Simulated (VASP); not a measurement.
OSZICAR of a VASP run on Lu (hcp):

OSZICAR:
```
       N       E                     dE             d eps       ncg     rms          rms(c)
DAV:   1    -0.273207835383E+02   -0.27321E+02   -0.80517E+03  4700   0.132E+03
DAV:   2    -0.755206411445E+02   -0.48200E+02   -0.47239E+02  4693   0.697E+02
DAV:   3    -0.776941206832E+02   -0.21735E+01   -0.20888E+01  4874   0.626E+01
DAV:   4    -0.778165311454E+02   -0.12241E+00   -0.11421E+00  5116   0.993E+00
DAV:   5    -0.778208298055E+02   -0.42987E-02   -0.42424E-02  4649   0.160E+00    0.312E+01
DAV:   6    -0.763773292034E+02    0.14435E+01   -0.48278E-01  4330   0.171E+01    0.164E+01
DAV:   7    -0.749851664000E+02    0.13922E+01   -0.47051E-01  4954   0.124E+01    0.598E-01
DAV:   8    -0.762774690839E+02   -0.12923E+01   -0.44593E-01  5144   0.800E+00    0.282E+00
DAV:   9    -0.761696526680E+02    0.10782E+00   -0.59291E-02  4426   0.324E+00    0.821E-01
DAV:  10    -0.761555734319E+02    0.14079E-01   -0.16993E-03  4603   0.731E-01    0.862E-01
DAV:  11    -0.761653476251E+02   -0.97742E-02   -0.10233E-02  4305   0.126E+00    0.324E-01
DAV:  12    -0.761550326709E+02    0.10315E-01   -0.20945E-02  4164   0.152E+00    0.134E-01
DAV:  13    -0.761563312265E+02   -0.12986E-02   -0.97145E-04  4428   0.482E-01    0.901E-02
DAV:  14    -0.761563463510E+02   -0.15124E-04   -0.18934E-05  4798   0.676E-02    0.111E-01
DAV:  15    -0.761562184584E+02    0.12789E-03   -0.26803E-04  4458   0.237E-01    0.678E-02
DAV:  16    -0.761562129043E+02    0.55541E-05   -0.77868E-06  4451   0.498E-02    0.673E-02
DAV:  17    -0.761562149048E+02   -0.20005E-05   -0.15098E-06  4106   0.143E-02    0.792E-02
DAV:  18    -0.761562341851E+02   -0.19280E-04   -0.13966E-05  4415   0.498E-02    0.691E-02
DAV:  19    -0.761562678622E+02   -0.33677E-04   -0.34647E-06  4480   0.244E-02    0.114E-01
DAV:  20    -0.761561642034E+02    0.10366E-03   -0.50714E-05  4828   0.127E-01    0.324E-02
DAV:  21    -0.761561252710E+02    0.38932E-04   -0.23878E-05  4167   0.527E-02    0.972E-02
DAV:  22    -0.761561566927E+02   -0.31422E-04   -0.10373E-05  4240   0.540E-02    0.458E-02
DAV:  23    -0.761561649294E+02   -0.82366E-05   -0.17021E-06  4879   0.216E-02    0.242E-02
DAV:  24    -0.761561743415E+02   -0.94122E-05   -0.73262E-07  4260   0.114E-02    0.822E-03
DAV:  25    -0.761561770871E+02   -0.27455E-05   -0.23496E-08  1800   0.488E-03    0.193E-03
DAV:  26    -0.761561783366E+02   -0.12496E-05   -0.12815E-08  1745   0.461E-03    0.409E-04
DAV:  27    -0.761561788908E+02   -0.55419E-06   -0.14424E-08  1755   0.475E-03    0.726E-04
DAV:  28    -0.761561785662E+02    0.32463E-06   -0.10116E-08  1720   0.466E-03    0.235E-04
DAV:  29    -0.761561786608E+02   -0.94602E-07   -0.76944E-09  1725   0.361E-03
   1 F= -.76156179E+02 E0= -.76156179E+02  d E =0.000000E+00
       N       E                     dE             ncg
```

**Question.** Which electronic solver shows in the log?

**Answer.** It is blocked Davidson (ALGO = Normal, or the opening steps of other solvers). The INCAR had ALGO = Normal.

**Question.** Can the final energy be trusted as converged?

**Answer.** Self-consistency was reached. It stopped with EDIFF = 1E-7, NELM = 100 (r2SCAN meta-GGA, plane waves, VASP's PBE PAW potentials (set 64)).

The compound is Lu in the hcp structure. It was relaxed first.
